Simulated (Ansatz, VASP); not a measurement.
## Sr8Cu3Te4Se9 in two plane-wave programs

One calculation is typed for both programs; each brings its own data sets and cutoff. How far apart do they land? The structure shown is the end of the VASP relaxation below.

Calculated with Ansatz 0.2.0; plane waves, with VASP 6.6.1 beside it; single point at PBE.

## Step 1: Starting point

The cell holds 24 atoms: 4 Te, 8 Sr, 9 Se and 3 Cu. Its edges and angles: a = 10.398 Å, b = 10.398 Å, c = 10.398 Å, α = 125.5°, β = 125.5°, γ = 80.7°. It derives from Sr2CuTeSe2. As first built, before any earlier steps moved the atoms (in the runner's words): sites of the Sr2CuTeO2 structure (space group 123) filled with other elements, volume scaled by an estimate. Nearest the centre at fractional (0.250, 0.250, 0.000): Se21 at 0.00 Å, Se13 at 2.47 Å, Se20 at 2.47 Å, Se17 at 2.47 Å, Se15 at 2.47 Å, Sr12 at 3.98 Å, Sr8 at 3.98 Å, Sr10 at 3.98 Å.

## Step 2: VASP: relaxation, PBE

This run makes the geometry at which the two programs are then compared.

Lines of VASP's logs that name or quote its potential files are left out, and so is its time.

INCAR

```
SYSTEM = Sr8Cu3Te4Se9
PREC = Normal
ENCUT = 300
EDIFF = 1E-05
NELM = 120
ISMEAR = 1
SIGMA = 0.2
LREAL = Auto
ALGO = Fast
GGA = PE
NBANDS = 119
LORBIT = 11
LWAVE = .FALSE.
LCHARG = .TRUE.
KPAR = 4
IBRION = 2
NSW = 50
ISIF = 2
EDIFFG = -0.03
POTIM = 0.4
MAXMIX = 40
ISYM = 2
```

POSCAR

```
Sr8Cu3Te4Se9
1.0
   -4.7625389206      4.7625389206      7.9217199091
    4.7625389206     -4.7625389206      7.9217199091
    4.7625389206      4.7625389206     -7.9217199091
Te Sr Se Cu
4 8 9 3
Direct
    0.0000000000      0.0000000000      0.0000000000
    0.5000000000      0.5000000000      0.0000000000
    0.5000000000      0.0000000000      0.5000000000
    0.0000000000      0.5000000000      0.5000000000
    0.6297958500      0.6297958500      0.5000000000
    0.1297958500      0.1297958500      0.5000000000
    0.1297958500      0.6297958500      0.0000000000
    0.6297958500      0.1297958500      0.0000000000
    0.3702041500      0.3702041500      0.5000000000
    0.8702041500      0.8702041500      0.5000000000
    0.8702041500      0.3702041500      0.0000000000
    0.3702041500      0.8702041500      0.0000000000
    0.5000000000      0.2500000000      0.2500000000
    0.0000000000      0.7500000000      0.2500000000
    0.0000000000      0.2500000000      0.7500000000
    0.5000000000      0.7500000000      0.7500000000
    0.2500000000      0.5000000000      0.2500000000
    0.7500000000      0.0000000000      0.2500000000
    0.7500000000      0.5000000000      0.7500000000
    0.2500000000      0.0000000000      0.7500000000
    0.2500000000      0.2500000000      0.0000000000
    0.7500000000      0.7500000000      0.0000000000
    0.7500000000      0.2500000000      0.5000000000
    0.2500000000      0.7500000000      0.5000000000
```

KPOINTS

```
Automatic mesh
0
Gamma
5 5 5
0 0 0
```

The projector-augmented-wave data sets are Te, Sr_sv, Se and Cu (PBE family, release 64).

Started as:

```sh
> mpirun -np 4 vasp_std
```

Numbers of over 12 decimals in the logs are rounded to 6 here.

What it wrote:

```text
[banner, memory and clock lines left out]
running    4 mpi-ranks, on    1 nodes
 distrk:  each k-point on    1 cores,    4 groups
 distr:  one band on    1 cores,    1 groups

 POSCAR found type information on POSCAR TeSrSeCu
 POSCAR found :  4 types and      24 ions
 LDA part: xc-table for (Slater+PW92), standard interpolation
 POSCAR, INCAR and KPOINTS ok, starting setup
 FFT: planning ... GRIDC
 FFT: planning ... GRID_SOFT
 FFT: planning ... GRID
 WAVECAR not read
 entering main loop
       N       E                     dE             d eps       ncg     rms          rms(c)
DAV:   1     0.126893233297E+04    0.12689E+04   -0.58566E+04  4284   0.955E+02
DAV:   2     0.875708022349E+02   -0.11814E+04   -0.11246E+04  4418   0.282E+02
DAV:   3    -0.855118555322E+02   -0.17308E+03   -0.16738E+03  6040   0.106E+02
DAV:   4    -0.988346383031E+02   -0.13323E+02   -0.13224E+02  7120   0.369E+01
DAV:   5    -0.997958288044E+02   -0.96119E+00   -0.95976E+00  8312   0.646E+00    0.438E+01
RMM:   6    -0.101603386004E+03   -0.18076E+01   -0.14503E+02  4900   0.462E+01    0.289E+01
RMM:   7    -0.915708377491E+02    0.10033E+02   -0.57707E+01  5045   0.372E+01    0.164E+01
RMM:   8    -0.925695155489E+02   -0.99868E+00   -0.66431E+00  4955   0.112E+01    0.666E+00
RMM:   9    -0.924269098920E+02    0.14261E+00   -0.46314E+00  5874   0.823E+00    0.220E+00
RMM:  10    -0.924936920786E+02   -0.66782E-01   -0.16396E+00  7270   0.206E+00    0.256E+00
RMM:  11    -0.925101034045E+02   -0.16411E-01   -0.25826E-01  7693   0.843E-01    0.274E+00
RMM:  12    -0.924534689740E+02    0.56634E-01   -0.12824E-01  6906   0.804E-01    0.244E+00
RMM:  13    -0.924442757982E+02    0.91932E-02   -0.92813E-02  6747   0.759E-01    0.300E+00
RMM:  14    -0.925074766964E+02   -0.63201E-01   -0.11057E-01  6882   0.985E-01    0.377E+00
[...]
RMM:  25    -0.923957962440E+02    0.17582E-02   -0.14909E-02  7083   0.210E-01    0.213E-01
RMM:  26    -0.923961017507E+02   -0.30551E-03   -0.12615E-03  6122   0.896E-02    0.258E-01
RMM:  27    -0.923959754726E+02    0.12628E-03   -0.81922E-04  6530   0.626E-02    0.164E-01
RMM:  28    -0.923960407009E+02   -0.65228E-04   -0.15935E-03  6762   0.761E-02    0.839E-02
RMM:  29    -0.923960693353E+02   -0.28634E-04   -0.34875E-04  6079   0.494E-02    0.100E-01
RMM:  30    -0.923960170974E+02    0.52238E-04   -0.19535E-04  5777   0.400E-02    0.262E-02
RMM:  31    -0.923960184327E+02   -0.13353E-05   -0.16082E-04  5598   0.339E-02    0.195E-02
RMM:  32    -0.923960251648E+02   -0.67322E-05   -0.84277E-05  3744   0.262E-02
   1 F= -.92396025E+02 E0= -.92386658E+02  d E =-.923960E+02
[... from here on, the cycles between the ionic steps are left out ...]
   8 F= -.92713090E+02 E0= -.92706060E+02  d E =-.508755E-02
[...]
WARNING in EDDRMM: call to ZHEGV failed, returncode =   6  3     36
[...]
WARNING in EDDRMM: call to ZHEGV failed, returncode =   6  3     74
   9 F= -.92710643E+02 E0= -.92703506E+02  d E =-.264099E-02
  10 F= -.92713111E+02 E0= -.92706009E+02  d E =-.510889E-02
[...]
WARNING in EDDRMM: call to ZHEGV failed, returncode =   6  3     38
  11 F= -.92713798E+02 E0= -.92706732E+02  d E =-.579629E-02
[...]
WARNING in EDDRMM: call to ZHEGV failed, returncode =   8  4     73
  12 F= -.92713681E+02 E0= -.92706632E+02  d E =-.567835E-02
[...]
WARNING in EDDRMM: call to ZHEGV failed, returncode =   6  3     90
  13 F= -.92715891E+02 E0= -.92708755E+02  d E =-.221030E-02
 trial-energy change:   -0.002210  1 .order   -0.001586   -0.001954   -0.001217
 step:   2.5309(harm=  2.5309)  dis= 0.01624  next Energy=   -92.716273 (dE=-0.259E-02)
 bond charge predicted
       N       E                     dE             d eps       ncg     rms          rms(c)
DAV:   1    -0.927150737899E+02    0.80996E-03   -0.58169E-01  4408   0.182E+00    0.294E-01
RMM:   2    -0.927182196031E+02   -0.31458E-02   -0.29172E-02  5639   0.549E-01    0.415E-01
RMM:   3    -0.927183981223E+02   -0.17852E-03   -0.33676E-03  6489   0.160E-01    0.407E-01
RMM:   4    -0.927180798431E+02    0.31828E-03   -0.45548E-04  6570   0.576E-02    0.355E-01
RMM:   5    -0.927177088935E+02    0.37095E-03   -0.29289E-04  5835   0.447E-02    0.286E-01
RMM:   6    -0.927170413327E+02    0.66756E-03   -0.16018E-03  6262   0.912E-02    0.117E-01
WARNING in EDDRMM: call to ZHEGV failed, returncode =   8  4     82
RMM:   7    -0.927169811847E+02    0.60148E-04   -0.33917E-04  6061   0.514E-02    0.474E-02
RMM:   8    -0.927169845829E+02   -0.33982E-05   -0.10433E-04  4271   0.278E-02    0.324E-02
RMM:   9    -0.927169856224E+02   -0.10396E-05   -0.62085E-05  3425   0.227E-02
  14 F= -.92716986E+02 E0= -.92709712E+02  d E =-.330512E-02
 curvature:  -3.11 expect dE=-0.698E-03 dE for cont linesearch -0.147E-03
 trial: gam= 0.00000 g(F)=  0.224E-03 g(S)=  0.000E+00 ort = 0.488E-03 (trialstep = 0.127E+01)
 search vector abs. value=  0.224E-03
 reached required accuracy - stopping structural energy minimisation
```

Parts of OUTCAR (step 2):

```text
ion  position               nearest neighbor table
   1  0.000  0.000  0.000-   6 3.87   7 3.87   8 3.87   9 3.87  11 3.87  12 3.87   5 3.87  10 3.87

  LATTYP: Found a body centered tetragonal cell.
 ALAT       =     9.5250778412
 C/A-ratio  =     1.6633396684

 Subroutine GETGRP returns: Found 16 space group operations
 (whereof  8 operations were pure point group operations)

The static configuration has the point symmetry C_4v.
 The point group associated with its full space group is D_4h.

 Found     18 irreducible k-points:

   k-points           NKPTS =     18   k-points in BZ     NKDIM =     18   number of bands    NBANDS=    119

   dimension x,y,z NGX =    48 NGY =   48 NGZ =   48
   dimension x,y,z NGXF=    96 NGYF=   96 NGZF=   96

   ENCUT  =  300.0 eV  22.05 Ry    4.70 a.u.  14.68 14.68 14.68*2*pi/ulx,y,z

   NELECT =     191.0000    total number of electrons

 k-points in reciprocal lattice and weights: Automatic mesh
   0.00000000  0.00000000  0.00000000       0.008
   0.20000000  0.00000000  0.00000000       0.064
   0.40000000  0.00000000 -0.00000000       0.064
   0.20000000  0.20000000  0.00000000       0.064
   0.40000000  0.20000000 -0.00000000       0.128
  -0.40000000  0.20000000  0.00000000       0.128
  -0.20000000  0.20000000  0.00000000       0.032
   0.40000000  0.40000000 -0.00000000       0.064
  -0.40000000  0.40000000  0.00000000       0.032
[...]
-0.40000000  0.40000000  0.40000000       0.032
  -0.40000000 -0.40000000  0.40000000       0.016

 average (electrostatic) potential at core
       1 -89.8697       2 -89.8697       3 -89.8812       4 -89.8812       5 -38.3738
       6 -38.3738       7 -38.3738       8 -38.3738       9 -38.3738      10 -38.3738
      11 -38.3738      12 -38.3738      13 -54.8726      14 -54.6957      15 -54.8726
      16 -54.6957      17 -54.8726      18 -54.6957      19 -54.6957      20 -54.8726
      21 -55.9731      22 -68.0374      23 -68.1513      24 -68.1513

 E-fermi :   3.1146

 k-point     1 :       0.0000    0.0000    0.0000
  band No.  band energies     occupation
    ...
     91       2.6742      2.00789
     92       2.7167      2.01653
     93       2.7167      2.01653
     94       2.7366      2.02245
     95       3.1404      0.78381
     96       3.3683     -0.07036
     97       4.4951     -0.00000
     98       4.8725     -0.00000
     99       5.1368     -0.00000
    100       5.1534     -0.00000
    ...

 k-point     2 :       0.2000    0.0000    0.0000
  band No.  band energies     occupation
    ...
     92       2.6668      2.00686
     93       2.7029      2.01318
     94       2.9482      1.99565
     95       3.1262      0.90205
     96       3.1729      0.52924
     97       4.0525     -0.00000
     98       4.8033     -0.00000
     99       5.1304     -0.00000
    100       5.2354     -0.00000
    101       5.4116     -0.00000
    ...

 k-point     3 :       0.4000    0.0000   -0.0000
  band No.  band energies     occupation
    ...
     92       2.6507      2.00499
     93       2.6721      2.00758
     94       2.7022      2.01301
     95       2.9003      2.06209
     96       3.0902      1.20444
     97       3.5754     -0.00531
     98       4.8662     -0.00000
     99       5.1791     -0.00000
    100       5.4292     -0.00000
    101       5.4506     -0.00000
    ...

  Total        8.2817026      8.2817026      1.1893525      0.0000000     -0.0000000      0.0000000
  in kB       18.4617839     18.4617839      2.6513351      0.0000000     -0.0000000      0.0000000
  external PRESSURE =      13.1916343 kB  Pullay stress =       0.0000000 kB

  energy-cutoff  :      300.00
  volume of cell :      718.71
      direct lattice vectors                 reciprocal lattice vectors
    -4.762538921  4.762538921  7.921719909     0.000000000  0.104986019  0.063117606
     4.762538921 -4.762538921  7.921719909     0.104986019  0.000000000  0.063117606
     4.762538921  4.762538921 -7.921719909     0.104986019  0.104986019  0.000000000

 POSITION                                       TOTAL-FORCE (eV/Angst)
 -----------------------------------------------------------------------------------
      0.00000      0.00000     15.79319         0.000000     -0.000000     -0.022168
      0.00000      0.00000      7.97197         0.000000     -0.000000      0.022168
      0.00000      4.76254      0.00000         0.000000     -0.000000     -0.000000
      4.76254      0.00000      0.00000         0.000000     -0.000000     -0.000000
      2.40612      2.40612      6.02254         0.010068      0.010068     -0.015020
      2.35642      2.35642     -1.89918        -0.010068     -0.010068     -0.015020
      2.40612     -2.40612      6.02254         0.010068     -0.010068     -0.015020
     -2.40612      2.40612      6.02254        -0.010068      0.010068     -0.015020
      2.40612      2.40612      1.89918         0.010068      0.010068      0.015020
      2.35642      2.35642      9.82090        -0.010068     -0.010068      0.015020
     -2.35642      2.35642      9.82090         0.010068     -0.010068      0.015020
      2.35642     -2.35642      9.82090        -0.010068      0.010068      0.015020
      0.00000      2.47311      3.96086         0.000000      0.016972     -0.000000
      0.00000      2.37612     11.88258         0.000000      0.007912     -0.000000
      0.00000      7.05197      3.96086         0.000000     -0.016972     -0.000000
      4.76254      2.38642      3.96086         0.000000     -0.007912     -0.000000
      2.47311      0.00000      3.96086         0.016972     -0.000000     -0.000000
      2.37612      0.00000     11.88258         0.007912     -0.000000     -0.000000
      2.38642      4.76254      3.96086        -0.007912     -0.000000     -0.000000
      7.05197      0.00000      3.96086        -0.016972     -0.000000     -0.000000
      0.00000      0.00000      3.96086         0.000000     -0.000000     -0.000000
      0.00000      0.00000     11.88258         0.000000     -0.000000     -0.000000
      0.00000      4.76254      3.96086         0.000000     -0.000000     -0.000000
      4.76254      0.00000      3.96086         0.000000     -0.000000     -0.000000
 -----------------------------------------------------------------------------------
    total drift:                               -0.000000     -0.000000     -0.000000

  FREE ENERGIE OF THE ION-ELECTRON SYSTEM (eV)
  ---------------------------------------------------
  free  energy   TOTEN  =       -92.7169856224 eV

  energy  without entropy=      -92.6951661761  energy(sigma->0) =      -92.70971247

 reached required accuracy - stopping structural energy minimisation

 total charge
# of ion       s       p       d       tot
------------------------------------------
    1        1.350   2.011   0.003   3.363
    2        1.350   2.011   0.003   3.363
    3        1.351   2.009   0.003   3.362
    4        1.351   2.009   0.003   3.362
    5        2.003   5.746   0.181   7.931
    6        2.003   5.746   0.181   7.931
    7        2.003   5.746   0.181   7.931
    8        2.003   5.746   0.181   7.931
    9        2.003   5.746   0.181   7.931
   10        2.003   5.746   0.181   7.931
   11        2.003   5.746   0.181   7.931
   12        2.003   5.746   0.181   7.931
   13        1.464   2.408   0.046   3.918
   14        1.455   2.424   0.035   3.913
   15        1.464   2.408   0.046   3.918
   16        1.455   2.424   0.035   3.913
   17        1.464   2.408   0.046   3.918
   18        1.455   2.424   0.035   3.913
   19        1.455   2.424   0.035   3.913
   20        1.464   2.408   0.046   3.918
   21        1.548   2.127   0.104   3.780
   22        0.405   0.327   9.233   9.965
   23        0.423   0.359   9.243  10.025
   24        0.423   0.359   9.243  10.025
--------------------------------------------------
tot         35.902  76.508  29.609 142.019

[... 3 further parts left out ...]
```

CONTCAR:

```
Sr8Cu3Te4Se9
   1.00000000000000
    -4.7625389205999999    4.7625389205999999    7.9217199091000001
     4.7625389205999999   -4.7625389205999999    7.9217199091000001
     4.7625389205999999    4.7625389205999999   -7.9217199091000001
  Te              Sr              Se              Cu
     4     8     9     3
Direct
     0.9968286282095246    0.9968286282095246    0.0000000000000000
     0.5031713717904754    0.5031713717904754    0.0000000000000000
     0.5000000000000000    0.0000000000000000    0.5000000000000000
     0.0000000000000000    0.5000000000000000    0.5000000000000000
     0.6327368390717631    0.6327368390717631    0.5052176131873301
     0.1275192258844330    0.1275192258844330    0.4947823868126701
     0.1275192258844330    0.6327368390717631    0.0000000000000000
     0.6327368390717631    0.1275192258844330    0.0000000000000000
     0.3724807741155670    0.3724807741155670    0.5052176131873301
     0.8672631609282369    0.8672631609282369    0.4947823868126701
     0.8672631609282369    0.3724807741155670    0.0000000000000000
     0.3724807741155670    0.8672631609282369    0.0000000000000000
     0.5096419297639034    0.2500000000000000    0.2596419297639035
     0.9994589562189661    0.7500000000000000    0.2494589562189663
     0.9903580702360966    0.2500000000000000    0.7403580702360966
     0.5005410437810338    0.7500000000000000    0.7505410437810339
     0.2500000000000000    0.5096419297639034    0.2596419297639035
     0.7500000000000000    0.9994589562189661    0.2494589562189663
     0.7500000000000000    0.5005410437810338    0.7505410437810339
     0.2500000000000000    0.9903580702360966    0.7403580702360966
     0.2500000000000000    0.2500000000000000    0.0000000000000000
     0.7500000000000000    0.7500000000000000    0.0000000000000000
     0.7500000000000000    0.2500000000000000    0.5000000000000000
     0.2500000000000000    0.7500000000000000    0.5000000000000000
```

This run has no spin polarisation, so a moment on Cu, if there is one, isn't seen. Its electron count is odd, so without a moment it is a metal by construction.

(Continued in part 2 of 2.)

[Lines on the potential files, build, host, timing and source positions are cut from VASP's logs without a mark.]

[Logs are printed without paths, hosts, clocks, repeated set-up lines and the standing remarks that a program may print on its own settings, such as how far it seeks lower states.]

[Hosts, paths, dates, database ids (printed as entryN), source tags and the programs' standing remarks are cut or masked in the printed files.]
